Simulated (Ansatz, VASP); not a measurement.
**Hf: VASP beside Ansatz**

Wanted: the spread between two codes on one cell, functional and k mesh. Of the first pair: The cell is taken from a series of runs on this material, whose earlier steps may have relaxed, scaled, displaced or heated it; both programs get it as it stands.

Main program and level: Ansatz 0.2.0; plane waves, with VASP 6.6.1 beside it; single point at PBEsol.

## Step 1: Set-up

The cell holds 6 atoms: 6 Hf. Cell: a = 3.197 Å, b = 3.197 Å, c = 26.645 Å, α = 90.0°, β = 90.0°, γ = 120.0°. It derives from Hf (Hafnium). As first built, before any earlier steps moved the atoms (in the runner's words): stoichiometric True; symmetric True. Vacuum lies along c.

## Step 2: Ansatz: single point, PBEsol, pair 1

Ansatz runs on its PAW soft_1 files.

A single point gives forces, pressure and levels at one fixed geometry, so differences don't come from the geometry; what else differs is listed under the comparison.

input.yaml reads:

```yaml
crystal:
  lattice:
    - [3.1967, 0.0, 0.0]
    - [-1.59835, 2.7684234083, 0.0]
    - [0.0, 0.0, 26.6445]
  atoms:
    - { symbol: Hf, position: [0.3333333333, 0.6666666667, 0.7301522908] }
    - { symbol: Hf, position: [0.6666666667, 0.3333333333, 0.6427690942] }
    - { symbol: Hf, position: [0.3333333333, 0.6666666667, 0.547456323] }
    - { symbol: Hf, position: [0.6666666667, 0.3333333333, 0.452543677] }
    - { symbol: Hf, position: [0.3333333333, 0.6666666667, 0.3572309058] }
    - { symbol: Hf, position: [0.6666666667, 0.3333333333, 0.2698477092] }
kpoints:
  mp_grid: { grid: [12, 12, 1] }
scf:
  occupations: { method: fermi_dirac, width: 0.05 }
  n_extra_bands: 9
hamiltonian:
  xc: pbesol
  pseudopotentials: { kind: paw, azcp: { folder: soft_1 }, xc_functional: pbe }
output:
  forces: true
  write_potential: true
  volumetric_format: []
  dos:
    projected: true
    de: 0.05
    e_range: [-30, 12]
    method: { smearing: { sigma: 0.15, scheme: gaussian } }
  eigenstates:
    kpoints:
      - [0.33333333, 0.33333333, 0.0]
      - [0.31666667, 0.31666667, 0.0]
      - [0.3, 0.3, 0.0]
      - [0.28333333, 0.28333333, 0.0]
      - [0.26666667, 0.26666667, 0.0]
      - [0.25, 0.25, 0.0]
      - [0.23333333, 0.23333333, 0.0]
      - [0.21666667, 0.21666667, 0.0]
      - [0.2, 0.2, 0.0]
      - [0.18333333, 0.18333333, 0.0]
      - [0.16666667, 0.16666667, 0.0]
      - [0.15, 0.15, 0.0]
      - [0.13333333, 0.13333333, 0.0]
      - [0.11666667, 0.11666667, 0.0]
      - [0.1, 0.1, 0.0]
      - [0.08333333, 0.08333333, 0.0]
      - [0.06666667, 0.06666667, 0.0]
      - [0.05, 0.05, 0.0]
      - [0.03333333, 0.03333333, 0.0]
      - [0.01666667, 0.01666667, 0.0]
      - [0.0, 0.0, 0.0]
      - [0.02777778, 0.0, 0.0]
      - [0.05555556, 0.0, 0.0]
      - [0.08333333, 0.0, 0.0]
      - [0.11111111, 0.0, 0.0]
      - [0.13888889, 0.0, 0.0]
      - [0.16666667, 0.0, 0.0]
      - [0.19444444, 0.0, 0.0]
      - [0.22222222, 0.0, 0.0]
      - [0.25, 0.0, 0.0]
      - [0.27777778, 0.0, 0.0]
      - [0.30555556, 0.0, 0.0]
      - [0.33333333, 0.0, 0.0]
      - [0.36111111, 0.0, 0.0]
      - [0.38888889, 0.0, 0.0]
      - [0.41666667, 0.0, 0.0]
      - [0.44444444, 0.0, 0.0]
      - [0.47222222, 0.0, 0.0]
      - [0.5, 0.0, 0.0]
      - [0.48333333, 0.03333333, 0.0]
      - [0.46666667, 0.06666667, 0.0]
      - [0.45, 0.1, 0.0]
      - [0.43333333, 0.13333333, 0.0]
      - [0.41666667, 0.16666667, 0.0]
      - [0.4, 0.2, 0.0]
      - [0.38333333, 0.23333333, 0.0]
      - [0.36666667, 0.26666667, 0.0]
      - [0.35, 0.3, 0.0]
    e_range: [-8.0, 4.0]
    unfold:
      supercell_matrix: [[1, 0, 0], [0, 1, 0], [0, 0, 1]]
      layers:
        axis: 3
        edges: [0.119723, 0.404887, 0.404987, 0.595013, 0.595113, 0.880276]
```

The run is started by

```bash
$ ansatz run input.yaml --threads 4 --pin off --max-ram 14336MiB --backend cpu --events-out ev --progress --plain --runs-dir out
```

Numbers of over 12 decimals in the logs are rounded to 6 here.

What it wrote:

```text
scf.n_extra_bands = 9 over 78 filled bands (N_el = 156.0): the run solves 87 bands
Engine: ansatz 0.2.0, x86_64-unknown-linux-gnu
Pseudopotentials: kind: paw
Pseudopotential: Hf, paw, valence charge 26, recommended cutoff 420 eV (normal), soft_1/Hf.paw.azcp
Functional definition: PBEsol
  exchange = pbesol_x
  correlation = pbesol_c
Crystal: 6 atoms, lattice volume = 235.799 Å³
Basis set: ecut = 420 eV, 4661 PW (Γ), exchange–correlation on 48×48×360 points (8 copies of the dense FFT grid, shifted against one another)
Bands: 87, of which v1, the nominal top of the filled ones, is band 78 counted from 1 (77 counted from 0)
Symmetry: 12 space group operations
Space group: P-3m1 (ITA 164), of the structure as read, at distance tolerance 6.2e-5 Å
k-points: 19 of 144
Non-local potential: Hf, projectors of the file, l = 0: 3, l = 1: 2, l = 2: 2, l = 3: 3
PAW form: soft (Blöchl's): semilocal exchange-correlation on the pseudo side does not see the compensation charge
PAW frozen core: Hf, regenerated for the run's functional, and the local potential with it (the file was generated under x = pbe(κ = 0.804, μ = 0.219515), c = pbe(β = 0.066725))
PAW one-centre angular grid: Hf, 590 points (default); XC on 64 Gauss nodes
Initial density: superposition of atomic densities (neutral atoms: chi_scale 0, normalization atom)
Initial wavefunctions: pseudopotential atomic-orbital guess
Functional: x = pbesol(κ = 0.804, μ = 0.123457), c = pbesol(β = 0.046)
SCF iter   1: F=—  HF=-93593.682769 eV  |F-HF|=—  |Δ(HF+E_count)|=         —  Δρ=3.60e-2  dr2=5.20e1  ethr=3.10e-3  ⟨swp⟩=6.5  Hψ=5474  notcnv=0
preconditioner: auto → LDOS  [metal: Δε(μ)=0.056 eV  Ē_g=15.336 eV  σ=0.050 eV  W_gap=0.26  n_scr=74 (ndim 8)  ℏωp=29.0 eV  f_vac=0.407  D(μ)=6.83/eV (n_scr^D=36)  β→1.0]
SCF iter   2: F=—  HF=-93592.166548 eV  |F-HF|=—  |Δ(HF+E_count)|=    1.52e0  Δρ=3.03e-2  dr2=3.60e1  ethr=3.10e-3  ⟨swp⟩=4.2  Hψ=3793  notcnv=0
SCF iter   3: F=—  HF=-93590.807666 eV  |F-HF|=—  |Δ(HF+E_count)|=    1.36e0  Δρ=7.36e-3  dr2=1.17e0  ethr=3.10e-3  ⟨swp⟩=4.3  Hψ=3671  notcnv=0  defer=3
SCF iter   4: F=—  HF=-93590.716395 eV  |F-HF|=—  |Δ(HF+E_count)|=   9.13e-2  Δρ=2.18e-3  dr2=9.90e-3  ethr=7.49e-4  ⟨swp⟩=2.7  Hψ=2311  notcnv=0  defer=1
SCF iter   5: F=—  HF=-93590.716702 eV  |F-HF|=—  |Δ(HF+E_count)|=   3.07e-4  Δρ=1.02e-3  dr2=2.58e-2  ethr=6.35e-6  ⟨swp⟩=3.0  Hψ=3617  notcnv=0  defer=1
SCF iter   6: F=—  HF=-93590.715006 eV  |F-HF|=—  |Δ(HF+E_count)|=   1.70e-3  Δρ=2.44e-4  dr2=4.47e-4  ethr=6.35e-6  ⟨swp⟩=2.1  Hψ=2512  notcnv=0  defer=1
SCF iter   7: F=—  HF=-93590.715055 eV  |F-HF|=—  |Δ(HF+E_count)|=   4.91e-5  Δρ=9.26e-5  dr2=5.55e-5  ethr=2.87e-7  ⟨swp⟩=2.3  Hψ=2927  notcnv=0  defer=1
SCF iter   8: F=—  HF=-93590.714921 eV  |F-HF|=—  |Δ(HF+E_count)|=   1.34e-4  Δρ=3.85e-5  dr2=1.93e-5  ethr=3.56e-8  ⟨swp⟩=3.2  Hψ=3305  notcnv=0  defer=1
SCF iter   9: F=—  HF=-93590.714922 eV  |F-HF|=—  |Δ(HF+E_count)|=   1.02e-6  Δρ=1.92e-5  dr2=1.97e-6  ethr=1.23e-8  ⟨swp⟩=3.1  Hψ=3406  notcnv=0  defer=1
SCF iter  10: F=—  HF=-93590.714922 eV  |F-HF|=—  |Δ(HF+E_count)|=   2.56e-7  Δρ=9.47e-6  dr2=3.13e-7  ethr=1.26e-9  ⟨swp⟩=5.1  Hψ=3705  notcnv=0  defer=1
SCF iter  11: F=-93590.714922 eV  HF=-93590.714922 eV  |F-HF|=7.09e-9  |Δ(HF+E_count)|=   1.41e-7  Δρ=3.86e-6  dr2=4.13e-8  ethr=1.00e-12  ⟨swp⟩=8.5  Hψ=31762  notcnv=0
WARN: eigensolver did not converge (k=2): 1 band(s) unlocked after 106 sweeps at occupation × residual norm < 1.00e-8 eV (lowest unlocked band 1, counted from 0, weighed at 2.000 electrons; max residual 1.20e-8 eV among the unlocked bands, 2.95e-7 eV over every band, not weighted by occupation; other slots of this pass that fall short are told together in one closing line; warning suppressed for the rest of this close's residual-converged pass)
SCF 1 converged in 11 iterations: F = -93590.714922 eV  dr2 = 4.13e-8
  Residual-converged pass: ⟨swp⟩=6.6  Hψ=2626  notcnv=1  max |occ|·‖R‖ = 2.4e-8 eV (tolerance 1.0e-8 eV)  dr2=4.13e-8  dr2_onsite=1.13e-8  max |Δocc| = 2.1e-13
  greatest PAW one-centre occupation: 0.998 electrons in one spin orbital (limit 2), on the Hf atom at site 5 (counted from 0), in its partial waves of l = 0
NSCF: frozen V_eff on 48 k-points
WARN: The input density's exchange-correlation potential varies sharply where the density is thin. Do not read a vacuum level from v_tot or v_xc, or from such a field of the output density. On a cell that repeats whose density bears no net charge and no dipole along the vacuum's axis use v_es (v_loc + v_h of the components); under efield.dipole_correction with no amplitude use v_es + v_field, which holds any external [...]
SCF converged after 11 iterations
Free energy (F): -93590.714922 eV
Harris-Foulkes:  -93590.714922 eV  (|F-HF|=7.09e-9)
Internal energy: -93590.659130 eV  (E = F + TS)
E sigma→0 (E₀):  -93590.687026 eV
Entropy (-TS):   -0.055793 eV (-9.299 meV/atom)
Fermi energy:    8.411742 eV
--- Per-component energies (eV) ---
  E_band       = -1565.621036
  E_kinetic    = 2457.089032
  E_local      = -259891.442386  (includes V_loc(G=0)·N_el)
  E_nonlocal   = 385.950148
  E_hartree    = 128685.218849
  E_xc         = -1586.083714
  E_vxc        = -1525.303578  (∫ρ·V_xc dr)
  E_paw        = -45450.934079  (= ΣΔE_a)
  E_vpaw       = -362.268347  (= ΣTr[D̂ρ^β])
  E_aug_tail   = 0.000542  (compensation charges beyond the density's cutoff)
  E_ewald      = 81802.036141
  E_core_change = 7.506337  (= ΣΔE_core)
  E_smearing   = -0.055793  (= −TS)
  E_closure    = 0.000000  (closes the sum)
  Σ components = -93590.714922   (vs F -93590.714922, Δ=0.00e0)
--- Forces (eV/Å), atoms counted from 1 ---
  atom   1  Hf    -0.00000000    -0.00000000     0.00930320
  atom   2  Hf     0.00000000     0.00000000    -0.00774227
  atom   3  Hf     0.00000000    -0.00000000    -0.31108307
  atom   4  Hf     0.00000000     0.00000000     0.31108307
  atom   5  Hf     0.00000000    -0.00000000     0.00774227
  atom   6  Hf    -0.00000000     0.00000000    -0.00930320
  max |Σ_I F_I| component: 3.70e-17 eV/Å
--- Band table (eV; the first three rows and the last of 19) ---
  k-point 0: bands = [... 74 lower, 8.8593, 8.8642, 9.3271, 9.3660, 9.3660, 9.3691, 9.3691, 9.4926, ... 5 higher]
  k-point 1: bands = [... 74 lower, 8.6225, 8.7441, 8.9305, 9.1524, 9.1701, 9.4513, 9.5017, 9.5390, ... 5 higher]
  k-point 2: bands = [... 74 lower, 8.1124, 8.2528, 8.5255, 8.6397, 8.6933, 9.1434, 9.4074, 9.6418, ... 5 higher]
  k-point 18: bands = [... 74 lower, 7.0402, 7.2728, 7.2728, 8.3577, 8.3577, 8.5759, 8.5759, 8.6133, ... 5 higher]
```

Reading the cycles: dr2 is the Hartree energy of the density residual (eV), the measure of convergence; HF is the Harris–Foulkes estimate of the energy, which meets the free energy F at convergence.

## Step 3: VASP: single point, PBEsol, pair 1

The same cell, functional, mesh and smearing now go to VASP, with its own data sets.

Lines of VASP's logs that name or quote its potential files are left out, and so is its time.

INCAR reads:

```
SYSTEM = Hf
PREC = Accurate
ENCUT = 400
EDIFF = 1E-06
NELM = 120
ISMEAR = -1
SIGMA = 0.05
LREAL = .FALSE.
ALGO = Normal
GGA = PS
NBANDS = 37
LASPH = .TRUE.
LORBIT = 11
LWAVE = .FALSE.
LCHARG = .FALSE.
ISIF = 2
GGA_COMPAT = .FALSE.
KPAR = 2
```

POSCAR reads:

```
Hf
1.0
    3.1967000000      0.0000000000      0.0000000000
   -1.5983500000      2.7684234083      0.0000000000
    0.0000000000      0.0000000000     26.6445000000
Hf
6
Direct
    0.3333333333      0.6666666667      0.7301522908
    0.6666666666      0.3333333334      0.6427690942
    0.3333333333      0.6666666667      0.5474563230
    0.6666666666      0.3333333334      0.4525436770
    0.3333333333      0.6666666667      0.3572309058
    0.6666666666      0.3333333334      0.2698477092
```

KPOINTS reads:

```
Automatic mesh
0
Gamma
12 12 1
0 0 0
```

PAW data sets: Hf_pv (PBE family, release 64).

The run is started by

```bash
$ mpirun -np 2 vasp_std
```

What it wrote:

```text
[banner, memory and clock lines left out]
running    2 mpi-ranks, on    1 nodes
 distrk:  each k-point on    1 cores,    2 groups
 distr:  one band on    1 cores,    1 groups

 POSCAR found type information on POSCAR Hf
 POSCAR found :  1 types and       6 ions
|                                                                             |
|               ----> ADVICE to this user running VASP <----                  |
|                                                                             |
|     You enforced a specific xc type in the INCAR file but a different       |
|     [... a line on the potential file left out ...]
|     I HOPE YOU KNOW WHAT YOU ARE DOING!                                     |
|                                                                             |

 LDA part: xc-table for (Slater+PW92), standard interpolation
 POSCAR, INCAR and KPOINTS ok, starting setup
 FFT: planning ... GRIDC
 FFT: planning ... GRID_SOFT
 FFT: planning ... GRID
 WAVECAR not read
 entering main loop
       N       E                     dE             d eps       ncg     rms          rms(c)
DAV:   1     0.218570587005E+03    0.21857E+03   -0.30508E+04  1886   0.118E+03
DAV:   2    -0.461514463234E+02   -0.26472E+03   -0.25635E+03  1633   0.302E+02
DAV:   3    -0.644632222786E+02   -0.18312E+02   -0.17503E+02  1927   0.523E+01
DAV:   4    -0.653457560701E+02   -0.88253E+00   -0.85863E+00  2004   0.109E+01
DAV:   5    -0.653800677966E+02   -0.34312E-01   -0.33671E-01  1952   0.187E+00    0.115E+02
DAV:   6    -0.786260688726E+02   -0.13246E+02   -0.11304E+02  2013   0.370E+01    0.670E+01
DAV:   7    -0.161446751354E+03   -0.82821E+02   -0.16474E+03  2018   0.664E+01    0.905E+01
DAV:   8    -0.889205698011E+02    0.72526E+02   -0.22028E+02  1631   0.427E+01    0.721E+01
DAV:   9    -0.796211308115E+02    0.92994E+01   -0.31392E+01  1860   0.165E+01    0.588E+01
DAV:  10    -0.643397737649E+02    0.15281E+02   -0.34065E+01  1988   0.125E+01    0.296E+01
DAV:  11    -0.636395948171E+02    0.70018E+00   -0.41598E+00  1932   0.606E+00    0.262E+01
DAV:  12    -0.622116447009E+02    0.14280E+01   -0.20189E+00  1991   0.476E+00    0.219E+01
DAV:  13    -0.621796481734E+02    0.31997E-01   -0.19125E-01  1922   0.155E+00    0.212E+01
DAV:  14    -0.620930313679E+02    0.86617E-01   -0.37296E-02  1903   0.668E-01    0.205E+01
[...]
DAV:  41    -0.609125746350E+02    0.25170E-06   -0.22871E-05  1877   0.300E-02    0.303E-02
DAV:  42    -0.609125826394E+02   -0.80044E-05   -0.12637E-05  1787   0.162E-02    0.348E-02
DAV:  43    -0.609125899030E+02   -0.72636E-05   -0.41138E-06  1212   0.863E-03    0.331E-02
DAV:  44    -0.609125974187E+02   -0.75157E-05   -0.26324E-06  1307   0.737E-03    0.253E-02
DAV:  45    -0.609126030017E+02   -0.55830E-05   -0.10839E-06   938   0.696E-03    0.102E-02
DAV:  46    -0.609126065394E+02   -0.35377E-05   -0.31222E-06  1178   0.575E-03    0.889E-03
DAV:  47    -0.609126082884E+02   -0.17491E-05   -0.33575E-07   900   0.263E-03    0.763E-03
DAV:  48    -0.609126088185E+02   -0.53011E-06   -0.37584E-07   861   0.268E-03
   1 F= -.60912609E+02 E0= -.60884753E+02  d E =-.557117E-01
```

Parts of OUTCAR (step 3):

```text
ion  position               nearest neighbor table
   1  0.333  0.667  0.730-   2 2.97   2 2.97   2 2.97
   2  0.667  0.333  0.643-   1 2.97   1 2.97   1 2.97   3 3.14   3 3.14   3 3.14
   3  0.333  0.667  0.547-   4 3.13   4 3.13   4 3.13   2 3.14   2 3.14   2 3.14
   4  0.667  0.333  0.453-   3 3.13   3 3.13   3 3.13   5 3.14   5 3.14   5 3.14
   5  0.333  0.667  0.357-   6 2.97   6 2.97   6 2.97   4 3.14   4 3.14   4 3.14
   6  0.667  0.333  0.270-   5 2.97   5 2.97   5 2.97

  LATTYP: Found a hexagonal cell.
 ALAT       =     3.1967000000
 C/A-ratio  =     8.3350017205

 Subroutine GETGRP returns: Found 12 space group operations
 (whereof 12 operations were pure point group operations)

The static configuration has the point symmetry D_3d.

 Found     19 irreducible k-points:

   k-points           NKPTS =     19   k-points in BZ     NKDIM =     19   number of bands    NBANDS=     37

   dimension x,y,z NGX =    24 NGY =   24 NGZ =  180
   dimension x,y,z NGXF=    48 NGYF=   48 NGZF=  360

   ENCUT  =  400.0 eV  29.40 Ry    5.42 a.u.   5.21  5.21 43.45*2*pi/ulx,y,z

   NELECT =      60.0000    total number of electrons

 k-points in reciprocal lattice and weights: Automatic mesh
   0.00000000  0.00000000  0.00000000       0.007
   0.08333333  0.00000000  0.00000000       0.042
   0.16666667  0.00000000  0.00000000       0.042
   0.25000000  0.00000000  0.00000000       0.042
   0.33333333  0.00000000  0.00000000       0.042
   0.41666667  0.00000000  0.00000000       0.042
   0.50000000  0.00000000  0.00000000       0.021
   0.08333333  0.08333333  0.00000000       0.042
   0.16666667  0.08333333  0.00000000       0.083
[...]
0.33333333  0.25000000  0.00000000       0.083
   0.33333333  0.33333333  0.00000000       0.014

 average (electrostatic) potential at core
       1 -41.2546       2 -40.8061       3 -41.0370       4 -41.0370       5 -40.8061
       6 -41.2546

 E-fermi :   0.8772

 k-point     1 :       0.0000    0.0000    0.0000
  band No.  band energies     occupation
    ...
     22      -3.9129      2.00000
     23      -3.1960      2.00000
     24      -2.8724      2.00000
     25       0.6984      1.94550
     26       0.7022      1.94132
     27       1.3253      0.00026
     28       1.3298      0.00023
     29       1.7945      0.00000
     30       1.8443      0.00000
     31       1.8443      0.00000
    ...

 k-point     2 :       0.0833    0.0000    0.0000
  band No.  band energies     occupation
    ...
     22      -3.7178      2.00000
     23      -2.9909      2.00000
     24      -2.6640      2.00000
     25       0.5580      1.99662
     26       0.6102      1.99045
     27       1.0877      0.02923
     28       1.2096      0.00259
     29       1.3985      0.00006
     30       1.6257      0.00000
     31       1.6435      0.00000
    ...

 k-point     3 :       0.1667    0.0000    0.0000
  band No.  band energies     occupation
    ...
     24      -2.1044      2.00000
     25       0.1175      2.00000
     26       0.3116      1.99998
     27       0.5759      1.99518
     28       0.7181      1.92031
     29       0.9909      0.18636
     30       1.1037      0.02130
     31       1.1597      0.00700
     32       1.6104      0.00000
     33       1.8775      0.00000
    ...

  Total       -4.0816881     -4.0816881     -1.1428891      0.0000000      0.0000000      0.0000000
  in kB      -27.7337392    -27.7337392     -7.7655586      0.0000000      0.0000000      0.0000000
  external PRESSURE =     -21.0776790 kB  Pullay stress =       0.0000000 kB

  energy-cutoff  :      400.00
  volume of cell :      235.80
      direct lattice vectors                 reciprocal lattice vectors
     3.196700000  0.000000000  0.000000000     0.312822598  0.180608211  0.000000000
    -1.598350000  2.768423408  0.000000000     0.000000000  0.361216423  0.000000000
     0.000000000  0.000000000 26.644500000     0.000000000  0.000000000  0.037531198

 POSITION                                       TOTAL-FORCE (eV/Angst)
 -----------------------------------------------------------------------------------
     -0.00000      1.84562     19.45454        -0.000000     -0.000000     -0.031681
      1.59835      0.92281     17.12626         0.000000      0.000000      0.014320
     -0.00000      1.84562     14.58670         0.000000     -0.000000     -0.314103
      1.59835      0.92281     12.05780        -0.000000      0.000000      0.314103
     -0.00000      1.84562      9.51824        -0.000000     -0.000000     -0.014320
      1.59835      0.92281      7.18996         0.000000      0.000000      0.031681
 -----------------------------------------------------------------------------------
    total drift:                                0.000000     -0.000000     -0.000000

  FREE ENERGIE OF THE ION-ELECTRON SYSTEM (eV)
  ---------------------------------------------------
  free  energy   TOTEN  =       -60.9126088185 eV

  energy  without entropy=      -60.8568971230  energy(sigma->0) =      -60.88475297

 total charge
# of ion       s       p       d       tot
------------------------------------------
    1        0.424   6.270   1.564   8.257
    2        0.403   6.407   1.606   8.417
    3        0.395   6.381   1.552   8.327
    4        0.395   6.381   1.552   8.327
    5        0.403   6.407   1.606   8.417
    6        0.424   6.270   1.564   8.257
--------------------------------------------------
tot          2.444  38.116   9.444  50.003

[... 3 further parts left out ...]
```

## Step 4: Comparison

Known differences besides the potentials themselves: the data sets hold 156 valence electrons in Ansatz (on its PAW soft_1 files) and 60 in VASP; the cutoff is 420 eV in Ansatz and 400 eV in VASP; Ansatz makes its cores anew for this functional, VASP keeps those of its PBE data sets. Total energies have different zeros and are not compared.

Forces (eV/Å; atoms numbered as in POSCAR):

```csv
atom,"Ansatz x, y, z","VASP x, y, z"
Hf1,"0.000, 0.000, 0.009","0.000, 0.000, -0.032"
Hf2,"0.000, 0.000, -0.008","0.000, 0.000, 0.014"
Hf3,"0.000, 0.000, -0.311","0.000, 0.000, -0.314"
Hf4,"0.000, 0.000, 0.311","0.000, 0.000, 0.314"
Hf5,"0.000, 0.000, 0.008","0.000, 0.000, -0.014"
Hf6,"0.000, 0.000, -0.009","0.000, 0.000, 0.032"
```

The forces differ by 16 meV/Å r.m.s., which is 14.8 % of the r.m.s. force of 0.105 eV/Å (both taken over all components). With vacuum in the cell, a pressure given here is an average over mostly empty space and none of the material.

## Step 5: Further runs

Further runs change the set-up of one program: Ansatz's method, potentials or start, or VASP's data sets, cutoff or form of LDA. The table gives that difference for each run.

```csv
run,r.m.s. force difference (meV/Å)
as above,16
VASP with the data sets Hf_sv and a cutoff of 520 eV,13
```

(Continued in part 2 of 2.)

[Lines on the potential files, build, host, timing and source positions are cut from VASP's logs without a mark.]

[Logs are printed without paths, hosts, clocks, repeated set-up lines and the standing remarks that a program may print on its own settings, such as how far it seeks lower states.]

[Hosts, paths, dates, database ids (printed as entryN), source tags and the programs' standing remarks are cut or masked in the printed files.]
